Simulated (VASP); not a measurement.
Input of a VASP 6.6.1 run:

File INCAR:

```
SYSTEM = SnHBrO
ALGO = Normal
EDIFF = 1E-6
ENCUT = 520
GGA = PE
ISIF = 2
ISMEAR = 0
LASPH = .TRUE.
LCHARG = .TRUE.
LELF = .TRUE.
LREAL = .FALSE.
LWAVE = .FALSE.
NELM = 100
PREC = Accurate
SIGMA = 0.01
```

File KPOINTS:

```
k-points
0
G
  1 1 1
  0 0 0
```

Contents of POSCAR:

```
SnHBrO
1.0
   13.0000000000      0.0000000000      0.0000000000
    0.0000000000     11.0000000000      0.0000000000
    0.0000000000      0.0000000000     11.0000000000
O Sn Br H
1 1 1 1
Direct
    0.4347192300      0.5530000000      0.4391500000
    0.4437576900      0.4524636400      0.5874863600
    0.6355269200      0.4240181800      0.5740681800
    0.3664730800      0.5798000000      0.4186954500
```

Potentials or basis: VASP PAW PBE potentials, release 64 (O, Sn_d, Br, H).

Command:

```bash
$ cat potpaw_PBE.64/O/POTCAR potpaw_PBE.64/Sn_d/POTCAR potpaw_PBE.64/Br/POTCAR potpaw_PBE.64/H/POTCAR > POTCAR
$ mpirun -np 1 vasp_gam > vasp.out
```

What does it give for the largest force?

0.728 eV/Å.

Estimate the gap between the frontier levels.

3.14 eV.

Forces in eV/Å, atoms in the order of the input:
```
O    0.525  0.193 -0.420
Sn  -0.216 -0.360  0.595
Br   0.272 -0.035 -0.015
H   -0.581  0.202 -0.159
```

Caveat: spin-orbit coupling is left out, which moves the levels of the heavy elements. PBE gaps usually lie below the measured ones, often by a third to a half.
